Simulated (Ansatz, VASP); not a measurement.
# Cross-check of Mg (Magnesium) between VASP and Ansatz, part 2 of 2

One calculation is typed for both programs; each brings its own data sets. How far apart do they land? Of the first pair: The structure shown is the end of the Ansatz relaxation below.

VASP 6.6.1 and Ansatz 0.2.0.

So far. Step 3 (VASP: single point, LDA): The run ends at a pressure of -1.76 GPa.

## 7. Side by side

What differs besides the data sets and the points named for the pairs above, as far as they apply: the data sets hold 20 valence electrons in Ansatz (on its PAW soft_1 files) and 4 in VASP. Total energies have different zeros and are not compared.

The two programs side by side:

```csv
quantity,Ansatz,VASP,difference
optical mode 1 to 2 (cm⁻¹),149.7,150.4,-0.46 %
optical mode 3 (cm⁻¹),309.7,311.1,-0.44 %
```

Modes are paired by rising frequency, not by their patterns, so a pair may set unlike modes beside each other; they are those without the splitting of longitudinal modes.

## 8. Ansatz: zone-centre phonons, LDA, pair 3

Second derivatives magnify differences that forces hide, and they need a tight electronic threshold. The cell compared in this pair holds 39.74 Å³, against 38.88 Å³ for the pair before.

The cell is taken from a series of runs on this material, whose earlier steps may have relaxed, scaled, displaced or heated it; both programs get it as it stands.

Contents of input.yaml:

```yaml
crystal:
  lattice:
    - [3.0609750275, 0.0, 0.0]
    - [-1.5304875137, 2.6508821342, 0.0]
    - [0.0, 0.0, 4.8981415433]
  atoms:
    - { symbol: Mg, position: [0.3333333333, 0.6666666667, 0.25] }
    - { symbol: Mg, position: [0.6666666667, 0.3333333333, 0.75] }
kpoints:
  mp_grid: { grid: [15, 15, 8] }
hamiltonian:
  xc: lda
  pseudopotentials: { kind: paw, azcp: { folder: soft_1 }, xc_functional: pbe }
scf:
  occupations: { method: methfessel_paxton, width: 0.2 }
output:
  eigenvalues: true
phonons:
  method: dfpt
```

Launch:

```bash
ansatz run input.yaml --threads 4 --pin off --max-ram 10240MiB --backend cpu --events-out ev --progress --plain --runs-dir out
```

Numbers of over 12 decimals in the logs are rounded to 6 here.

Log:

```text
[...]
Crystal: 2 atoms, lattice volume = 39.745 Å³
Basis set: ecut = 420 eV, 773 PW (Γ), exchange–correlation on 48×48×72 points (8 copies of the dense FFT grid, shifted against one another)
Bands: 14, of which v1, the nominal top of the filled ones, is band 10 counted from 1 (9 counted from 0)
Symmetry: 24 space group operations
k-points: 320 of 1800 (irreducible under 4 space group operations, time reversal used)
[...]
k-point 1: bands = [... 6 lower, -35.8837, -35.8837, -0.7966, 3.7729, 6.7929, 18.2990, 18.2990, 18.5982]
  k-point 2: bands = [... 6 lower, -35.8847, -35.8847, -0.5015, 2.5700, 8.4868, 16.6647, 18.5014, 18.5014]
  k-point 319: bands = [... 6 lower, -35.8945, -35.8945, 4.0477, 4.0477, 9.2652, 9.2652, 10.9366, 10.9366]
[...]
ASR residual: 5.184e-5 → 0.000e0 eV/Å²; symmetrization residual: 2.086e-10 eV/Å²
  ASR residual per site (eV/Å²): 5.18e-5 5.18e-5
  Γ frequencies (cm⁻¹): 0.00 0.00 0.00 146.29 146.29 299.31
[...]
[key lines of the parts left out:]
SCF converged after 6 iterations
Free energy (F): -3803.169199 eV
Fermi energy:    6.657787 eV
```

## 9. VASP: zone-centre phonons, LDA, pair 3

The same cell, functional (in two slightly different forms), mesh and smearing now go to VASP, with its own data sets.

Contents of INCAR:

```
SYSTEM = Mg
PREC = Accurate
ENCUT = 600
EDIFF = 1E-08
NELM = 120
ISMEAR = 1
SIGMA = 0.2
LREAL = .FALSE.
ALGO = Normal
GGA = CA
NBANDS = 8
LORBIT = 11
LWAVE = .FALSE.
LCHARG = .FALSE.
ISIF = 2
IBRION = 8
LASPH = .TRUE.
GGA_COMPAT = .FALSE.
KPAR = 2
```

Contents of POSCAR:

```
Mg
1.0
    3.0609750275      0.0000000000      0.0000000000
   -1.5304875137      2.6508821342      0.0000000000
    0.0000000000      0.0000000000      4.8981415433
Mg
2
Direct
    0.3333333333      0.6666666667      0.2500000000
    0.6666666667      0.3333333333      0.7500000000
```

Contents of KPOINTS:

```
Automatic mesh
0
Gamma
15 15 8
0 0 0
```

Potentials, in the order of the species: Mg (LDA family, release 64).

Launch:

```bash
mpirun -np 2 vasp_std
```

Log:

```text
[... set-up lines as in an earlier step ...]
 entering main loop
       N       E                     dE             d eps       ncg     rms          rms(c)
DAV:   1    -0.630376637409E+00   -0.63038E+00   -0.14690E+03  2168   0.404E+02
DAV:   2    -0.359676491296E+01   -0.29664E+01   -0.28250E+01  2960   0.248E+01
DAV:   3    -0.361204488227E+01   -0.15280E-01   -0.15257E-01  2976   0.230E+00
DAV:   4    -0.361206794820E+01   -0.23066E-04   -0.23066E-04  3008   0.748E-02
[...]
DAV:   9    -0.358913889874E+01    0.11316E-05   -0.91042E-07  2528   0.533E-03    0.600E-04
DAV:  10    -0.358913885226E+01    0.46475E-07   -0.60493E-09  3008   0.514E-04    0.117E-04
DAV:  11    -0.358913885226E+01    0.40501E-11   -0.10289E-10  1496   0.848E-05
   1 F= -.35891389E+01 E0= -.35887932E+01  d E =-.103697E-02
 Linear response reoptimize wavefunctions to high precision
DAV:   1    -0.358913885226E+01   -0.33538E-11   -0.65719E-12  2264   0.141E-05
 Linear response DOF=           2
 Linear response progress:
  Degree of freedom:   1/  2
[...]
RMM:   6    -0.144637247098E-02   -0.44099E-07   -0.10516E-10 14794   0.600E-05    0.115E-05
RMM:   7    -0.144640298198E-02   -0.30511E-07    0.74652E-11 15502   0.116E-05    0.202E-06
RMM:   8    -0.144639919191E-02    0.37901E-08    0.24995E-10 13385   0.348E-06    0.257E-07
 first order change of Fermi-energy  -0.93041E-09
 force on displaced ion       1 direction 1 :  -0.965   0.000   0.000
 Linear response progress:
  Degree of freedom:   2/  2
       N       E                     dE             d eps       ncg     rms          rms(c)
RMM:   1    -0.143237924099E-01   -0.14324E-01   -0.79554E-02  6940   0.322E-01
RMM:   2    -0.439952259564E-02    0.99243E-02   -0.87874E-04  4750   0.417E-02    0.341E-02
RMM:   3    -0.428985492331E-02    0.10967E-03    0.14877E-06  4768   0.145E-02    0.147E-02
RMM:   4    -0.433046333782E-02   -0.40608E-04   -0.39476E-06  4847   0.718E-03    0.539E-03
[...]
RMM:   8    -0.433546243960E-02   -0.25185E-07    0.35466E-07  5164   0.116E-05    0.238E-06
RMM:   9    -0.433547774094E-02   -0.15301E-07   -0.42298E-08  4875   0.345E-06    0.693E-07
RMM:  10    -0.433547554853E-02    0.21924E-08    0.36805E-09  3790   0.218E-06    0.526E-08
 first order change of Fermi-energy  -0.38072E-05
 force on displaced ion       1 direction 3 :   0.000  -0.000  -4.041
 Linear response finished
```

Parts of OUTCAR (step 9):

```text
  Total        0.8863235      0.8863235      0.8894975      0.0000000      0.0000000      0.0000000
  in kB       35.7290363     35.7290363     35.8569858      0.0000000      0.0000000      0.0000000
  external PRESSURE =      35.7716861 kB  Pullay stress =       0.0000000 kB

 POSITION                                       TOTAL-FORCE (eV/Angst)
 -----------------------------------------------------------------------------------
     -0.00000      1.76725      1.22454         0.000000     -0.000000      0.000000
      1.53049      0.88363      3.67361        -0.000000      0.000000      0.000000
 -----------------------------------------------------------------------------------
    total drift:                                0.000000     -0.000000      0.000000

[... 1 part as in an earlier step ...]

[... 1 further part left out ...]
```

## 10. Differences

What differs besides the data sets and the points named for the pairs above, as far as they apply: the data sets hold 20 valence electrons in Ansatz (on its PAW soft_1 files) and 4 in VASP. Total energies have different zeros and are not compared.

Compared:

```csv
quantity,Ansatz,VASP,difference
optical mode 1 to 2 (cm⁻¹),146.3,146.9,-0.43 %
optical mode 3 (cm⁻¹),299.3,300.7,-0.46 %
```

Modes are paired by rising frequency, not by their patterns, so a pair may set unlike modes beside each other; they are those without the splitting of longitudinal modes.

## 11. What came out

| Property | Result |
| --- | --- |
| difference in pressure (single point, LDA) | 0.32 GPa |
| r.m.s. difference of the optical zone-centre modes, each program's sorted by frequency (zone-centre phonons, LDA, pair 2) | 0.96 cm⁻¹ |
| r.m.s. difference of the optical zone-centre modes, each program's sorted by frequency (zone-centre phonons, LDA, pair 3) | 0.95 cm⁻¹ |

What this shows: The difference in pressure is 0.32 GPa (single point, LDA), within the 1 GPa picked in this series as the mark of a large difference. The data sets hold unlike numbers of valence electrons (20 in Ansatz and 4 in VASP), so part of the differences comes from the potentials. Such differences can come from data sets, numerical settings and the points named under the comparisons, not from the functional's error against experiment.

[Lines on the potential files, build, host, timing and source positions are cut from VASP's logs without a mark.]

[Logs are printed without paths, hosts, clocks, repeated set-up lines and the standing remarks that a program may print on its own settings, such as how far it seeks lower states.]

[Hosts, paths, dates, database ids (printed as entryN), source tags and the programs' standing remarks are cut or masked in the printed files.]
